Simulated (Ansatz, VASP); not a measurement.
# Ga2O3 in two plane-wave programs

One calculation is typed for both programs; each brings its own data sets. How far apart do they land? The cell is taken from a series of runs on this material, whose earlier steps may have relaxed, scaled, displaced or heated it; both programs get it as it stands.

Method: plane waves, with VASP 6.6.1 beside it; G0W0 gap at PBE, in Ansatz 0.2.0.

### Step 1. Starting point

It takes space group C2/m (No. 12, monoclinic). The conventional cell has a = 12.458 Å, b = 3.098 Å, c = 5.805 Å, α = 90.00°, β = 104.10°, γ = 90.00°. Ga has 4 O at 1.85 to 1.89 Å nearest. Nearest to Ga lie 6 O at 1.96 to 2.10 Å. Nearest to O lie 3 Ga at 1.85 to 1.96 Å. Nearest to O lie 4 Ga at 1.89 to 2.10 Å. Nearest to O lie 3 Ga at 1.86 to 1.97 Å. Farther neighbours and most contacts between anions are not listed.

Coordinates:

```cif
data_structure
_symmetry_space_group_name_H-M 'P 1'
_symmetry_Int_Tables_number 1
_cell_length_a 6.4188
_cell_length_b 6.4188
_cell_length_c 5.8048
_cell_angle_alpha 103.671
_cell_angle_beta 103.671
_cell_angle_gamma 27.928
_cell_volume 108.64
loop_
_atom_site_label
_atom_site_type_symbol
_atom_site_fract_x
_atom_site_fract_y
_atom_site_fract_z
_atom_site_occupancy
Ga1 Ga 0.08856 0.08856 0.79165 1
Ga2 Ga 0.91144 0.91144 0.20835 1
Ga3 Ga 0.65886 0.65886 0.31263 1
Ga4 Ga 0.34114 0.34114 0.68737 1
O5 O 0.16380 0.16380 0.10812 1
O6 O 0.83620 0.83620 0.89188 1
O7 O 0.17366 0.17366 0.56377 1
O8 O 0.82634 0.82634 0.43623 1
O9 O 0.49670 0.49670 0.25730 1
O10 O 0.50330 0.50330 0.74270 1
```

### Step 2. VASP: G0W0 gap, PBE

Quasiparticle shifts depend on high empty states and on the cores, so they are the hardest test of two PAW sets.

Lines of VASP's logs that name or quote its potential files are left out, and so is its time.

The run reads the wave functions of an earlier VASP run, which isn't shown here.

INCAR

```
SYSTEM = Ga2O3
PREC = Accurate
ENCUT = 440
ISMEAR = 0
SIGMA = 0.01
LREAL = .FALSE.
GGA = PE
NBANDS = 440
ALGO = EVGW0
NELMGW = 1
ENCUTGW = 140
NOMEGA = 64
PRECFOCK = Fast
NBANDSGW = 56
LWAVE = .FALSE.
LCHARG = .FALSE.
```

POSCAR

```
Ga2O3
1.0
    6.2291400000     -1.5489210000      0.0000000000
    6.2291400000      1.5489210000      0.0000000000
   -1.4137086738      0.0000000000      5.6300087380
Ga O
4 6
Direct
    0.0885641352      0.0885641352      0.7916537817
    0.9114358648      0.9114358648      0.2083462183
    0.6588615459      0.6588615459      0.3126338842
    0.3411384541      0.3411384541      0.6873661158
    0.1637950802      0.1637950802      0.1081233102
    0.8362049198      0.8362049198      0.8918766898
    0.1736648546      0.1736648546      0.5637741554
    0.8263351454      0.8263351454      0.4362258446
    0.4966982566      0.4966982566      0.2572985802
    0.5033017434      0.5033017434      0.7427014198
```

KPOINTS

```
Automatic mesh
0
Gamma
4 4 2
0 0 0
```

The projector-augmented-wave data sets are Ga_d_GW and O_GW (PBE family, release 64).

On the command line:

```
$ mpirun -np 8 vasp_std
```

Numbers of over 12 decimals in the logs are rounded to 6 here.

Log:

```text
[banner, memory and clock lines left out]
running    8 mpi-ranks, on    1 nodes
 distrk:  each k-point on    8 cores,    1 groups
 distr:  one band on    1 cores,    8 groups

 POSCAR found type information on POSCAR GaO
 POSCAR found :  2 types and      10 ions
|                                                                             |
|           W    W    AA    RRRRR   N    N  II  N    N   GGGG   !!!           |
|           W    W   A  A   R    R  NN   N  II  NN   N  G    G  !!!           |
|           W    W  A    A  R    R  N N  N  II  N N  N  G       !!!           |
|           W WW W  AAAAAA  RRRRR   N  N N  II  N  N N  G  GGG   !            |
|           WW  WW  A    A  R   R   N   NN  II  N   NN  G    G                |
|           W    W  A    A  R    R  N    N  II  N    N   GGGG   !!!           |
|                                                                             |
|     For optimal performance we recommend to set                             |
|       NCORE = 2 up to number-of-cores-per-socket                            |
|     NCORE specifies how many cores store one orbital (NPAR=cpu/NCORE).      |
|     This setting can greatly improve the performance of VASP for DFT.       |
|     The default, NCORE=1 might be grossly inefficient on modern             |
|     multi-core architectures or massively parallel machines. Do your        |
|     Unfortunately you need to use the default for GW and RPA                |
|     calculations (for HF NCORE is supported but not extensively tested      |
|     yet).                                                                   |
|                                                                             |

|                                                                             |
|           W    W    AA    RRRRR   N    N  II  N    N   GGGG   !!!           |
|           W    W   A  A   R    R  NN   N  II  NN   N  G    G  !!!           |
|           W    W  A    A  R    R  N N  N  II  N N  N  G       !!!           |
|           W WW W  AAAAAA  RRRRR   N  N N  II  N  N N  G  GGG   !            |
|           WW  WW  A    A  R   R   N   NN  II  N   NN  G    G                |
|           W    W  A    A  R    R  N    N  II  N    N   GGGG   !!!           |
|                                                                             |
|     The default for ENCUTGWSOFT is different in this version of VASP.       |
|     please manually set ENCUTGWSOFT =140 in the INCAR file.                 |
|                                                                             |

 LDA part: xc-table for (Slater+PW92), standard interpolation
 found WAVECAR, reading the header
 POSCAR, INCAR and KPOINTS ok, starting setup
 FFT: planning ... GRIDC
 FFT: planning ... GRID_SOFT
 FFT: planning ... GRID
 reading WAVECAR
 the WAVECAR file was read successfully
 initial charge from wavefunction
 available memory per node:     32.76 GB, setting MAXMEM to     33547

 The Fermi energy was updated, please check that it is located mid-gap
 values below the HOMO (VB) or above the LUMO (CB) will cause erroneous energies
 E-fermi :   4.4405

 calculate exact exchange contribution
 the WAVEDER file was read successfully
energies w=
    0.000    0.000    0.552    0.000    1.103    0.000    1.652    0.000
    2.197    0.000    2.737    0.000    3.272    0.000    3.801    0.000
    4.323    0.000    4.838    0.000    5.346    0.000    5.846    0.000
    6.340    0.000    6.828    0.000    7.309    0.000    7.785    0.000
    8.255    0.000    8.722    0.000    9.184    0.000    9.645    0.000
   10.103    0.000   10.561    0.000   11.019    0.000   11.479    0.000
   11.941    0.000   12.406    0.000   12.877    0.000   13.354    0.000
   13.838    0.000   14.332    0.000   14.837    0.000   15.355    0.000
   15.888    0.000   16.439    0.000   17.009    0.000   17.601    0.000
   18.220    0.000   18.868    0.000   19.549    0.000   20.269    0.000
   21.032    0.000   21.846    0.000   22.718    0.000   23.655    0.000
   24.670    0.000   25.775    0.000   26.984    0.000   28.317    0.000
   29.797    0.000   31.452    0.000   33.318    0.000   35.443    0.000
   37.888    0.000   40.731    0.000   44.085    0.000   48.100    0.000
   52.994    0.000   59.092    0.000   66.895    0.000   77.225    0.000
   91.528    0.000  112.606    0.000  146.693    0.000  211.037    0.000
 responsefunction array rank=     424
 LDA part: xc-table for (Slater+PW92), standard interpolation

 min. memory requirement per mpi rank    451.0 MB, per node   3608.3 MB

 allocating   8 responsefunctions rank=   424
 shmem allocating  64 responsefunctions rank=   424
 response function shared by NCSHMEM nodes    1
 Doing            8  frequencies on each core in blocks of           64
NQ=   1    0.0000    0.0000    0.0000,
|.........|.........|.........|.........|.........|.........|.........|.........
 performed       1805000 updates of chi_q(r,r)
 total number of BLAS operations       2392.05 Gflops
NQ=   2    0.2500   -0.0000    0.0000,
|.........|.........|.........|.........|.........|.........|.........|.........
 performed       4497000 updates of chi_q(r,r)
 total number of BLAS operations       6030.06 Gflops
NQ=   3    0.5000   -0.0000    0.0000,
|.........|.........|.........|.........|.........|.........|.........|.........
 performed       6597000 updates of chi_q(r,r)
 total number of BLAS operations       8882.76 Gflops
NQ=   4    0.2500    0.2500    0.0000,
|.........|.........|.........|.........|.........|.........|.........|.........
 performed       8894000 updates of chi_q(r,r)
 total number of BLAS operations      11838.74 Gflops
NQ=   5    0.5000    0.2500    0.0000,
|.........|.........|.........|.........|.........|.........|.........|.........
 performed      11586000 updates of chi_q(r,r)
 total number of BLAS operations      15547.91 Gflops
NQ=   6   -0.2500    0.2500    0.0000,
|.........|.........|.........|.........|.........|.........|.........|.........
 performed      13785000 updates of chi_q(r,r)
 total number of BLAS operations      18548.96 Gflops
NQ=   7    0.5000    0.5000    0.0000,
|.........|.........|.........|.........|.........|.........|.........|.........
 performed      15590000 updates of chi_q(r,r)
 total number of BLAS operations      20813.45 Gflops
NQ=   8    0.0000    0.0000    0.5000,
|.........|.........|.........|.........|.........|.........|.........|.........
 performed      17395000 updates of chi_q(r,r)
 total number of BLAS operations      23100.88 Gflops
NQ=   9    0.2500   -0.0000    0.5000,
|.........|.........|.........|.........|.........|.........|.........|.........
 performed      20087000 updates of chi_q(r,r)
 total number of BLAS operations      26668.42 Gflops
NQ=  10    0.5000   -0.0000    0.5000,
|.........|.........|.........|.........|.........|.........|.........|.........
 performed      22187000 updates of chi_q(r,r)
 total number of BLAS operations      29548.88 Gflops
NQ=  11    0.2500    0.2500    0.5000,
|.........|.........|.........|.........|.........|.........|.........|.........
 performed      24484000 updates of chi_q(r,r)
 total number of BLAS operations      32402.56 Gflops
NQ=  12    0.5000    0.2500    0.5000,
|.........|.........|.........|.........|.........|.........|.........|.........
 performed      27176000 updates of chi_q(r,r)
 total number of BLAS operations      36022.90 Gflops
NQ=  13   -0.2500    0.2500    0.5000,
|.........|.........|.........|.........|.........|.........|.........|.........
 performed      29375000 updates of chi_q(r,r)
 total number of BLAS operations      39097.05 Gflops
NQ=  14    0.5000    0.5000    0.5000,
|.........|.........|.........|.........|.........|.........|.........|.........
 performed      31180000 updates of chi_q(r,r)
 total number of BLAS operations      41384.48 Gflops
 resolving degeneracies of screened two electron integrals

 calculate QP shifts <psi_nk| G(iteration)W_0 |psi_nk>: iteration 1
 entering main loop
```

Parts of OUTCAR (step 2):

```text
ion  position               nearest neighbor table
   1  0.089  0.089  0.792-   5 1.85  10 1.86  10 1.86   7 1.89
   2  0.911  0.911  0.208-   6 1.85   9 1.86   9 1.86   8 1.89
   3  0.659  0.659  0.313-   5 1.96   5 1.96   9 1.97   8 2.03   7 2.10   7 2.10
   4  0.341  0.341  0.687-   6 1.96   6 1.96  10 1.97   7 2.03   8 2.10   8 2.10
   5  0.164  0.164  0.108-   1 1.85   3 1.96   3 1.96
   6  0.836  0.836  0.892-   2 1.85   4 1.96   4 1.96
   7  0.174  0.174  0.564-   1 1.89   4 2.03   3 2.10   3 2.10
   8  0.826  0.826  0.436-   2 1.89   3 2.03   4 2.10   4 2.10
   9  0.497  0.497  0.257-   2 1.86   2 1.86   3 1.97
  10  0.503  0.503  0.743-   1 1.86   1 1.86   4 1.97

  LATTYP: Found a base centered monoclinic cell.
 ALAT       =    12.4582800000
 B/A-ratio  =     0.2486572785
 C/A-ratio  =     0.4659382028
 COS(beta)  =    -0.2435418020

 Subroutine GETGRP returns: Found  4 space group operations
 (whereof  4 operations were pure point group operations)

The static configuration has the point symmetry C_2h.

 Found     14 irreducible k-points:

   k-points           NKPTS =     14   k-points in BZ     NKDIM =     32   number of bands    NBANDS=    440

   dimension x,y,z NGX =    48 NGY =   48 NGZ =   40
   dimension x,y,z NGXF=    96 NGYF=   96 NGZF=   80

   ENCUT  =  440.0 eV  32.34 Ry    5.69 a.u.  10.98 10.98  9.93*2*pi/ulx,y,z

   NELECT =      88.0000    total number of electrons

  energy-cutoff  :      440.00
  volume of cell :      108.64
      direct lattice vectors                 reciprocal lattice vectors
     6.229140000 -1.548921000  0.000000000     0.080267902 -0.322805359  0.020155462
     6.229140000  1.548921000  0.000000000     0.080267902  0.322805359  0.020155462
    -1.413708674  0.000000000  5.630008738     0.000000000  0.000000000  0.177619618

 k-points in reciprocal lattice and weights: Automatic mesh
   0.00000000  0.00000000  0.00000000       0.031
   0.25000000 -0.00000000  0.00000000       0.125
   0.50000000 -0.00000000  0.00000000       0.062
   0.25000000  0.25000000  0.00000000       0.062
   0.50000000  0.25000000  0.00000000       0.125
  -0.25000000  0.25000000  0.00000000       0.062
   0.50000000  0.50000000  0.00000000       0.031
   0.00000000  0.00000000  0.50000000       0.031
   0.25000000 -0.00000000  0.50000000       0.125
[...]
-0.25000000  0.25000000  0.50000000       0.062
   0.50000000  0.50000000  0.50000000       0.031

 E-fermi :   4.4405

 QP shifts <psi_nk| G(iteration)W_0 |psi_nk>: iteration 1
 for sc-GW calculations column KS-energies equals QP-energies in previous step
 and V_xc(KS)=  KS-energies - (<T + V_ion + V_H > + <T+V_H+V_ion>^1  + <V_x>^1)
 k-point   1 :       0.0000    0.0000    0.0000
  band No.  KS-energies  QP-energies   sigma(KS)   V_xc(KS)     V^pw_x(r,r')   Z            occupation Imag(sigma)
    ...
     41       2.6889       1.9085     -20.9768     -19.9386     -25.4599       0.7517       2.0000       0.0786
     42       2.9284       2.0695     -20.7584     -19.6086     -25.4291       0.7470       2.0000       0.0826
     43       3.1158       2.3064     -20.8530     -19.7714     -25.3173       0.7483       2.0000       0.0778
     44       3.4242       2.5716     -21.3245     -20.1925     -26.0622       0.7532       2.0000       0.0796
     45       5.4568       6.3159     -12.6641     -13.7170      -9.3770       0.8159       0.0000      -0.0501
     46       8.8534      10.0729     -12.9989     -14.5313      -9.0233       0.7958       0.0000      -0.0700
     47       9.6756      10.9944     -13.2765     -14.9375      -9.1514       0.7940       0.0000      -0.0732
     48       9.7116      10.6774     -11.5930     -12.7927      -7.5384       0.8050       0.0000      -0.0721
    ...

 k-point   2 :       0.2500   -0.0000    0.0000
  band No.  KS-energies  QP-energies   sigma(KS)   V_xc(KS)     V^pw_x(r,r')   Z            occupation Imag(sigma)
    ...
     41       2.3769       1.4722     -20.6715     -19.4671     -25.1757       0.7511       2.0000       0.0810
     42       2.7207       1.7939     -20.3244     -19.0752     -25.0497       0.7419       2.0000       0.0871
     43       2.8947       1.9830     -20.5269     -19.2997     -25.2603       0.7429       2.0000       0.0859
     44       3.4051       2.5185     -21.3002     -20.1208     -26.1342       0.7518       2.0000       0.0812
     45       7.8183       8.9491     -14.2001     -15.6196     -10.7837       0.7966       0.0000      -0.0576
     46       9.4868      10.6991     -12.7260     -14.2520      -8.5978       0.7944       0.0000      -0.0746
     47       9.9478      11.3513     -13.6398     -15.4175      -9.4545       0.7895       0.0000      -0.0755
     48      11.0045      12.3970     -13.3314     -15.1099      -8.9011       0.7830       0.0000      -0.0849
    ...

 k-point   3 :       0.5000   -0.0000    0.0000
  band No.  KS-energies  QP-energies   sigma(KS)   V_xc(KS)     V^pw_x(r,r')   Z            occupation Imag(sigma)
    ...
     41       2.6766       1.8663     -21.0500     -19.9748     -25.4456       0.7535       2.0000       0.0769
     42       2.7449       1.8442     -20.5141     -19.3055     -25.1698       0.7453       2.0000       0.0850
     43       2.9244       2.0494     -20.7674     -19.5975     -25.3607       0.7479       2.0000       0.0818
     44       3.3437       2.3928     -21.1908     -19.9187     -26.2075       0.7476       2.0000       0.0848
     45       8.8186       9.7871     -11.3162     -12.5063      -7.2763       0.8138       0.0000      -0.0668
     46       9.6795      10.8816     -12.1664     -13.6624      -7.8924       0.8035       0.0000      -0.0742
     47      10.3220      11.7134     -13.3610     -15.1267      -9.0369       0.7879       0.0000      -0.0819
     48      10.5189      11.9589     -13.6974     -15.5314      -9.4408       0.7852       0.0000      -0.0795
    ...

 k-point   4 :       0.2500    0.2500    0.0000
  band No.  KS-energies  QP-energies   sigma(KS)   V_xc(KS)     V^pw_x(r,r')   Z            occupation Imag(sigma)
    ...
     41       2.6673       1.7654     -20.1218     -18.9103     -24.6595       0.7445       2.0000       0.0847
     42       2.6882       1.8855     -21.0307     -19.9636     -25.4736       0.7522       2.0000       0.0776
     43       2.8175       1.9175     -20.2394     -19.0286     -24.8955       0.7433       2.0000       0.0855
     44       3.3731       2.5000     -21.2541     -20.0910     -26.0334       0.7506       2.0000       0.0806
     45       6.3287       7.2495     -14.0229     -15.1716     -11.0508       0.8016       0.0000      -0.0488
     46       8.6593       9.8363     -13.1929     -14.6712      -9.3496       0.7962       0.0000      -0.0685
     47       9.2641      10.2561     -11.5918     -12.8212      -7.5460       0.8069       0.0000      -0.0706
     48       9.6553      10.9090     -13.0484     -14.6216      -8.9579       0.7969       0.0000      -0.0738
    ...

[... 4 further parts left out ...]
```

(Part 1 of 2 ends here.)

[Lines on the potential files, build, host, timing and source positions are cut from VASP's logs without a mark.]

[Logs are printed without paths, hosts, clocks, repeated set-up lines and the standing remarks that a program may print on its own settings, such as how far it seeks lower states.]

[Hosts, paths, dates, database ids (printed as entryN), source tags and the programs' standing remarks are cut or masked in the printed files.]
